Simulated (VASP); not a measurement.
# TiCl4 in VASP: notebook

The runs below take TiCl4 through single point, with RPBE, RPBE+D3(BJ).

All numbers are computed with VASP 6.6.1; they aren't measurements. Logs are shortened: lines on timing, memory, paths and dates and some standing lists are left out, and cuts for length are marked.

**1. The molecule as given**

The cell holds a molecule in a box, 5 atoms: a = 13.871 Å, b = 14.371 Å, c = 14.871 Å, α = 90.00°, β = 90.00°, γ = 90.00°.

**2. Single point, RPBE**

INCAR reads:

```
SYSTEM = TiCl4
  ALGO = Normal
  EDIFF = 1E-6
  ENCUT = 400
  GGA = RP
  ISIF = 2
  ISMEAR = 0
  ISYM = 0
  LASPH = .TRUE.
  LCHARG = .FALSE.
  LREAL = .FALSE.
  LWAVE = .FALSE.
  NBANDS = 28
  NELM = 60
  PREC = Accurate
  SIGMA = 0.01
```

KPOINTS reads:

```
k-points
0
G
  1 1 1
  0 0 0
```

POSCAR reads:

```
TiCl4                                   
1.0
   13.8709050016      0.0000000000      0.0000000000
    0.0000000000     14.3709050016      0.0000000000
    0.0000000000      0.0000000000     14.8709050016
  Ti              Cl            
     1     4
Selective dynamics
Direct
     0.5000049300999976    0.5034707972000021    0.4999997983000029   F   F   F
     0.3444431751231557    0.5091408659865873    0.4791638227319999   T   T   T
     0.5695144208073568    0.4494584912580730    0.3792117574849158   T   T   T
     0.5540373732745099    0.6430066291812763    0.5281924725648059   T   T   T
     0.5320015253624765    0.4123155256719045    0.6134322785872570   T   T   T
```

Potentials or basis: VASP PAW PBE potentials, release 64 (Ti_sv, Cl).

The run is started by

```
cat potpaw_PBE.64/Ti_sv/POTCAR potpaw_PBE.64/Cl/POTCAR > POTCAR
mpirun -np 1 vasp_gam > vasp.out
```

OUTCAR:

```text
SYSTEM = TiCl4
   EDIFF = 1E-6
   ENCUT = 400
   GGA = RP
   ISIF = 2
   ISMEAR = 0
   ISYM = 0
   LASPH = .TRUE.
   LREAL = .FALSE.
   NELM = 60
   PREC = Accurate

 ion  position               nearest neighbor table
   1  0.500  0.503  0.500-   5 2.18   3 2.18   4 2.18   2 2.18
   2  0.344  0.509  0.479-   1 2.18
   3  0.570  0.449  0.379-   1 2.18
   4  0.554  0.643  0.528-   1 2.18
   5  0.532  0.412  0.613-   1 2.18

IMPORTANT INFORMATION: All symmetrisations will be switched off!
NOSYMM: (Re-)initialisation of all symmetry stuff for point group C_1.

----------------------------------------------------------------------------------------

                                     Primitive cell

  volume of cell :    2964.3284

  direct lattice vectors                    reciprocal lattice vectors
    13.870905002  0.000000000  0.000000000     0.072093349  0.000000000  0.000000000
     0.000000000 14.370905002  0.000000000     0.000000000  0.069585040  0.000000000
     0.000000000  0.000000000 14.870905002     0.000000000  0.000000000  0.067245403

  length of vectors
    13.870905002 14.370905002 14.870905002     0.072093349  0.069585040  0.067245403

  position of ions in fractional coordinates (direct lattice)
     0.500004930  0.503470797  0.499999798
     0.344443175  0.509140866  0.479163823
     0.569514421  0.449458491  0.379211757
     0.554037373  0.643006629  0.528192473
     0.532001525  0.412315526  0.613432279

  ion indices of the primitive-cell ions
   primitive index   ion index
                 1           1
                 2           2
                 3           3
                 4           4
                 5           5

----------------------------------------------------------------------------------------

 KPOINTS: k-points

Automatic generation of k-mesh.
 Grid dimensions read from file:
 generate k-points for:    1    1    1

 Generating k-lattice:

  Cartesian coordinates                     Fractional coordinates (reciprocal lattice)
     0.072093349  0.000000000  0.000000000     1.000000000  0.000000000  0.000000000
     0.000000000  0.069585040  0.000000000     0.000000000  1.000000000  0.000000000
     0.000000000  0.000000000  0.067245403     0.000000000  0.000000000  1.000000000

  Length of vectors
     0.072093349  0.069585040  0.067245403

  Shift w.r.t. Gamma in fractional coordinates (k-lattice)
     0.000000000  0.000000000  0.000000000

 Subroutine IBZKPT returns following result:
 ===========================================

 Found      1 irreducible k-points:

 Following reciprocal coordinates:
            Coordinates               Weight
  0.000000  0.000000  0.000000      1.000000
   k-points           NKPTS =      1   k-points in BZ     NKDIM =      1   number of bands    NBANDS=     28
   number of dos      NEDOS =    301   number of ions     NIONS =      5
   total plane-waves  NPLWV = 846720
   dimension x,y,z NGX =    90 NGY =   96 NGZ =   98
   dimension x,y,z NGXF=   180 NGYF=  192 NGZF=  196
   ions per type =               1   4
   NGX,Y,Z   is equivalent  to a cutoff of  10.79, 11.11, 10.96 a.u.
   NGXF,Y,Z  is equivalent  to a cutoff of  21.57, 22.21, 21.91 a.u.
 SYSTEM =  TiCl4
   PREC   = accura    normal or accurate (medium, high low for compatibility)
   ISTART =      0    job   : 0-new  1-cont  2-samecut
   ICHARG =      2    charge: 1-file 2-atom 10-const
   ISPIN  =      1    spin polarized calculation?
   LNONCOLLINEAR =      F non collinear calculations
   LSORBIT =      F    spin-orbit coupling
   LASPH  =      T    aspherical Exc in radial PAW
   ENCUT  =  400.0 eV  29.40 Ry    5.42 a.u.  22.62 23.44 24.25*2*pi/ulx,y,z
   NELM   =     60;   NELMIN=  2; NELMDL= -5     # of ELM steps
   EDIFF  = 0.1E-05   stopping-criterion for ELM
   LREAL  =      F    real-space projection
   EDIFFG = 0.1E-04   stopping-criterion for IOM
   NSW    =      0    number of steps for IOM
   IBRION =     -1    ionic relax: 0-MD 1-quasi-New 2-CG
   NFREE  =      0    steps in history (QN), initial steepest desc. (CG)
   ISIF   =      2    stress and relaxation
   ISYM   =      0    0-nonsym 1-usesym 2-fastsym
   POTIM  = 0.5000    time-step for ionic-motion
   TEBEG  =    0.0;   TEEND  =   0.0 temperature during run
   PSTRESS=    0.0 pullay stress
   NELECT =      40.0000    total number of electrons
   NUPDOWN=      -1.0000    fix difference up-down
   EMIN   =  10.00;   EMAX   =-10.00  energy-range for DOS
   EFERMI =   0.00;   METHOD = LEGACY
   ISMEAR =     0;   SIGMA  =   0.01  broadening in eV -4-tet -1-fermi 0-gaus
   EFERMI_NEDOS =   21; number of points for ismear=-14 and -15
   IALGO  =     38    algorithm
   IMIX   =      4    mixing-type and parameters
     AMIX     =   0.40;   BMIX     =  1.00
     AMIX_MAG =   1.60;   BMIX_MAG =  1.00
  volume/ion in A,a.u.               =     592.87      4000.86
  Fermi-wavevector in a.u.,A,eV,Ry     =   0.389750  0.736521  2.066793  0.151905
  Thomas-Fermi vector in A             =   1.331211
   LORBIT       =      0    0 simple, 1 ext, 2 COOP (PROOUT), +10 PAW based schemes
   GGA     = RP    functional components
   LHFCALC =     F    Hartree Fock is set to
   AEXX    =    0.0000 exact exchange contribution
   IVDW    =     0    specifies the selected vdW correction
   LEPSILON=     F    determine dielectric tensor
   LRPA    =     F    only Hartree local field effects (RPA)
 non-spin polarized calculation
 Gauss-broadening in eV      SIGMA  =   0.01
  energy-cutoff  :      400.00
  volume of cell :     2964.33
 maximum number of plane-waves:     26968
 NGX is ok and might be reduce to    90
   NGX = 45   NGY = 47   NGZ = 49

 number of electron      40.0000000 magnetization

 Free energy of the ion-electron system (eV)
  ---------------------------------------------------
  ext. energy  EPLUGINS =         0.00000000
  ---------------------------------------------------
  free energy    TOTEN  =       -22.42496560 eV

  energy without entropy =      -22.42496560  energy(sigma->0) =      -22.42496560

 E-fermi :  -7.7938     XC(G=0):  -0.7003

 val. band max:       -7.8940209239   @ k =   0.0000   0.0000   0.0000
 cond. band min:      -4.2189217716   @ k =   0.0000   0.0000   0.0000
 fundamental gap:      3.6750991523
 Fermi energy:        -7.7938139889

 k-point     1 :       0.0000    0.0000    0.0000
  band No.  band energies     occupation
      1     -63.7394      2.00000
      2     -39.9346      2.00000
      3     -39.9345      2.00000
      4     -39.9345      2.00000
      5     -20.6275      2.00000
      6     -20.3527      2.00000
[... 20 lines left out ...]
     27       0.3804      0.00000
     28       0.4061      0.00000

------------------------ aborting loop because EDIFF is reached ----------------------------------------

  FORCE on cell =-STRESS in cart. coord.  units (eV):
  Direction    XX          YY          ZZ          XY          YZ          ZX
  --------------------------------------------------------------------------------------
  -------------------------------------------------------------------------------------
  Total        0.6714154      0.6697681      0.6724510      0.0016196      0.0000179      0.0001070
  in kB        0.3628905      0.3620001      0.3634502      0.0008754      0.0000097      0.0000578
  external PRESSURE =       0.3627803 kB  Pullay stress =       0.0000000 kB

 VOLUME and BASIS-vectors are now :
 -----------------------------------------------------------------------------
  energy-cutoff  :      400.00
  volume of cell :     2964.33
      direct lattice vectors                 reciprocal lattice vectors
    13.870905002  0.000000000  0.000000000     0.072093349  0.000000000  0.000000000
     0.000000000 14.370905002  0.000000000     0.000000000  0.069585040  0.000000000
     0.000000000  0.000000000 14.870905002     0.000000000  0.000000000  0.067245403

 POSITION                                       TOTAL-FORCE (eV/Angst)
 -----------------------------------------------------------------------------------
      6.93552      7.23533      7.43545        -0.000312      0.000244     -0.000211
      4.77774      7.31682      7.12560        -0.279884      0.010013     -0.040525
      7.89968      6.45913      5.63922         0.125087     -0.100372     -0.233218
      7.68500      9.24059      7.85470         0.097975      0.260080      0.054417
      7.37934      5.92535      9.12229         0.057133     -0.169965      0.219538
 -----------------------------------------------------------------------------------
    total drift:                               -0.000839     -0.000603      0.000166

  FREE ENERGIE OF THE ION-ELECTRON SYSTEM (eV)
  ---------------------------------------------------
  free  energy   TOTEN  =       -22.4249656005 eV

  energy  without entropy=      -22.4249656005  energy(sigma->0) =      -22.42496560
```

Run time: 2.6 min. Hardware: 1 thread of AMD EPYC 7R13 (Zen 3), shared host; peak memory 1.2 GiB.

What came out:

```
Free energy                     : -22.4250 eV
Largest force                   : 0.283 eV/Å
Gap between the frontier levels : 3.68 eV
```

Forces on the atoms (eV/Å):
```
Ti   0.000  0.000  0.000
Cl  -0.280  0.010 -0.041
Cl   0.125 -0.100 -0.233
Cl   0.098  0.260  0.054
Cl   0.057 -0.170  0.220
```

Caveat: the PAW data sets were made with another functional, which shifts forces and pressure a little. A hybrid or GW would open this gap; RPBE tends to underestimate it.

**3. Single point, RPBE+D3(BJ)**

Edit INCAR of step 2 so:

```diff
@@ -8,2 +8,3 @@
   ISYM = 0
+  IVDW = 12
   LASPH = .TRUE.
```

KPOINTS is that of step 2.

POSCAR is that of step 2.

Potentials or basis: VASP PAW PBE potentials, release 64 (Ti_sv, Cl).

The run is started by

```
cat potpaw_PBE.64/Ti_sv/POTCAR potpaw_PBE.64/Cl/POTCAR > POTCAR
mpirun -np 1 vasp_gam > vasp.out
```

OUTCAR:

```text
SYSTEM = TiCl4
   EDIFF = 1E-6
   ENCUT = 400
   GGA = RP
   ISIF = 2
   ISMEAR = 0
   ISYM = 0
   IVDW = 12
   LASPH = .TRUE.
   LREAL = .FALSE.
   NELM = 60
   PREC = Accurate
 IVDW          = 12

 ion  position               nearest neighbor table
   1  0.500  0.503  0.500-   5 2.18   3 2.18   4 2.18   2 2.18
   2  0.344  0.509  0.479-   1 2.18
   3  0.570  0.449  0.379-   1 2.18
   4  0.554  0.643  0.528-   1 2.18
   5  0.532  0.412  0.613-   1 2.18

IMPORTANT INFORMATION: All symmetrisations will be switched off!
NOSYMM: (Re-)initialisation of all symmetry stuff for point group C_1.

----------------------------------------------------------------------------------------

                                     Primitive cell

  volume of cell :    2964.3284

  direct lattice vectors                    reciprocal lattice vectors
    13.870905002  0.000000000  0.000000000     0.072093349  0.000000000  0.000000000
     0.000000000 14.370905002  0.000000000     0.000000000  0.069585040  0.000000000
     0.000000000  0.000000000 14.870905002     0.000000000  0.000000000  0.067245403

  length of vectors
    13.870905002 14.370905002 14.870905002     0.072093349  0.069585040  0.067245403

  position of ions in fractional coordinates (direct lattice)
     0.500004930  0.503470797  0.499999798
     0.344443175  0.509140866  0.479163823
     0.569514421  0.449458491  0.379211757
     0.554037373  0.643006629  0.528192473
     0.532001525  0.412315526  0.613432279

  ion indices of the primitive-cell ions
   primitive index   ion index
                 1           1
                 2           2
                 3           3
                 4           4
                 5           5

----------------------------------------------------------------------------------------

 KPOINTS: k-points

Automatic generation of k-mesh.
 Grid dimensions read from file:
 generate k-points for:    1    1    1

 Generating k-lattice:

  Cartesian coordinates                     Fractional coordinates (reciprocal lattice)
     0.072093349  0.000000000  0.000000000     1.000000000  0.000000000  0.000000000
     0.000000000  0.069585040  0.000000000     0.000000000  1.000000000  0.000000000
     0.000000000  0.000000000  0.067245403     0.000000000  0.000000000  1.000000000

  Length of vectors
     0.072093349  0.069585040  0.067245403

  Shift w.r.t. Gamma in fractional coordinates (k-lattice)
     0.000000000  0.000000000  0.000000000

 Subroutine IBZKPT returns following result:
 ===========================================

 Found      1 irreducible k-points:

 Following reciprocal coordinates:
            Coordinates               Weight
  0.000000  0.000000  0.000000      1.000000
   k-points           NKPTS =      1   k-points in BZ     NKDIM =      1   number of bands    NBANDS=     28
   number of dos      NEDOS =    301   number of ions     NIONS =      5
   total plane-waves  NPLWV = 846720
   dimension x,y,z NGX =    90 NGY =   96 NGZ =   98
   dimension x,y,z NGXF=   180 NGYF=  192 NGZF=  196
   ions per type =               1   4
   NGX,Y,Z   is equivalent  to a cutoff of  10.79, 11.11, 10.96 a.u.
   NGXF,Y,Z  is equivalent  to a cutoff of  21.57, 22.21, 21.91 a.u.
 SYSTEM =  TiCl4
   PREC   = accura    normal or accurate (medium, high low for compatibility)
   ISTART =      0    job   : 0-new  1-cont  2-samecut
   ICHARG =      2    charge: 1-file 2-atom 10-const
   ISPIN  =      1    spin polarized calculation?
   LNONCOLLINEAR =      F non collinear calculations
   LSORBIT =      F    spin-orbit coupling
   LASPH  =      T    aspherical Exc in radial PAW
   ENCUT  =  400.0 eV  29.40 Ry    5.42 a.u.  22.62 23.44 24.25*2*pi/ulx,y,z
   NELM   =     60;   NELMIN=  2; NELMDL= -5     # of ELM steps
   EDIFF  = 0.1E-05   stopping-criterion for ELM
   LREAL  =      F    real-space projection
   EDIFFG = 0.1E-04   stopping-criterion for IOM
   NSW    =      0    number of steps for IOM
   IBRION =     -1    ionic relax: 0-MD 1-quasi-New 2-CG
   NFREE  =      0    steps in history (QN), initial steepest desc. (CG)
   ISIF   =      2    stress and relaxation
   ISYM   =      0    0-nonsym 1-usesym 2-fastsym
   POTIM  = 0.5000    time-step for ionic-motion
   TEBEG  =    0.0;   TEEND  =   0.0 temperature during run
   PSTRESS=    0.0 pullay stress
   NELECT =      40.0000    total number of electrons
   NUPDOWN=      -1.0000    fix difference up-down
   EMIN   =  10.00;   EMAX   =-10.00  energy-range for DOS
   EFERMI =   0.00;   METHOD = LEGACY
   ISMEAR =     0;   SIGMA  =   0.01  broadening in eV -4-tet -1-fermi 0-gaus
   EFERMI_NEDOS =   21; number of points for ismear=-14 and -15
   IALGO  =     38    algorithm
   IMIX   =      4    mixing-type and parameters
     AMIX     =   0.40;   BMIX     =  1.00
     AMIX_MAG =   1.60;   BMIX_MAG =  1.00
  volume/ion in A,a.u.               =     592.87      4000.86
  Fermi-wavevector in a.u.,A,eV,Ry     =   0.389750  0.736521  2.066793  0.151905
  Thomas-Fermi vector in A             =   1.331211
   LORBIT       =      0    0 simple, 1 ext, 2 COOP (PROOUT), +10 PAW based schemes
   GGA     = RP    functional components
   LHFCALC =     F    Hartree Fock is set to
   AEXX    =    0.0000 exact exchange contribution
   IVDW    =    12    specifies the selected vdW correction
   LEPSILON=     F    determine dielectric tensor
   LRPA    =     F    only Hartree local field effects (RPA)
 non-spin polarized calculation
 Gauss-broadening in eV      SIGMA  =   0.01
  energy-cutoff  :      400.00
  volume of cell :     2964.33
 maximum number of plane-waves:     26968
 NGX is ok and might be reduce to    90
   NGX = 45   NGY = 47   NGZ = 49

 number of electron      40.0000000 magnetization

 Free energy of the ion-electron system (eV)
  ---------------------------------------------------
  ext. energy  EPLUGINS =         0.00000000
  ---------------------------------------------------
  free energy    TOTEN  =       -22.42496560 eV

  energy without entropy =      -22.42496560  energy(sigma->0) =      -22.42496560

 E-fermi :  -7.7938     XC(G=0):  -0.7003

 val. band max:       -7.8940209239   @ k =   0.0000   0.0000   0.0000
 cond. band min:      -4.2189217716   @ k =   0.0000   0.0000   0.0000
 fundamental gap:      3.6750991523
 Fermi energy:        -7.7938139889

 k-point     1 :       0.0000    0.0000    0.0000
  band No.  band energies     occupation
      1     -63.7394      2.00000
      2     -39.9346      2.00000
      3     -39.9345      2.00000
      4     -39.9345      2.00000
      5     -20.6275      2.00000
      6     -20.3527      2.00000
[... 20 lines left out ...]
     27       0.3804      0.00000
     28       0.4061      0.00000

------------------------ aborting loop because EDIFF is reached ----------------------------------------

 Edisp (eV)   -1.85486

 E8    (eV) :    -1.1919

  FORCE on cell =-STRESS in cart. coord.  units (eV):
  Direction    XX          YY          ZZ          XY          YZ          ZX
  --------------------------------------------------------------------------------------
  -------------------------------------------------------------------------------------
  Total      -0.20860    -0.20995    -0.20669     0.00179    -0.00000     0.00012
  in kB      -0.11275    -0.11347    -0.11171     0.00097    -0.00000     0.00006
  external pressure =       -0.11 kB  Pullay stress =        0.00 kB

 VOLUME and BASIS-vectors are now :
 -----------------------------------------------------------------------------
  energy-cutoff  :      400.00
  volume of cell :     2964.33
      direct lattice vectors                 reciprocal lattice vectors
    13.870905002  0.000000000  0.000000000     0.072093349  0.000000000  0.000000000
     0.000000000 14.370905002  0.000000000     0.000000000  0.069585040  0.000000000
     0.000000000  0.000000000 14.870905002     0.000000000  0.000000000  0.067245403

 POSITION                                       TOTAL-FORCE (eV/Angst)
 -----------------------------------------------------------------------------------
      6.93552      7.23533      7.43545        -0.000333      0.000279     -0.000213
      4.77774      7.31682      7.12560         0.018470     -0.001174      0.002338
      7.89968      6.45913      5.63922        -0.008199      0.006931      0.015165
      7.68500      9.24059      7.85470        -0.005731     -0.017179     -0.003569
      7.37934      5.92535      9.12229        -0.004208      0.011143     -0.013721
 -----------------------------------------------------------------------------------
    total drift:                               -0.000839     -0.000603      0.000166

  FREE ENERGIE OF THE ION-ELECTRON SYSTEM (eV)
  ---------------------------------------------------
  free  energy   TOTEN  =       -24.2798231898 eV

  energy  without entropy=      -24.2798231898  energy(sigma->0) =      -24.27982319
```

It took 3.8 min on 1 thread of AMD EPYC 7R13 (Zen 3), shared host; peak memory 1.2 GiB.

Results:

* Free energy: -24.2798 eV
* Largest force: 0.019 eV/Å
* Gap between the frontier levels: 3.68 eV
* Dispersion energy per atom: -0.371 eV

Forces on the atoms (eV/Å):
```
Ti   0.000  0.000  0.000
Cl   0.018 -0.001  0.002
Cl  -0.008  0.007  0.015
Cl  -0.006 -0.017 -0.004
Cl  -0.004  0.011 -0.014
```

Caveat: the PAW data sets were made with another functional, which shifts forces and pressure a little.
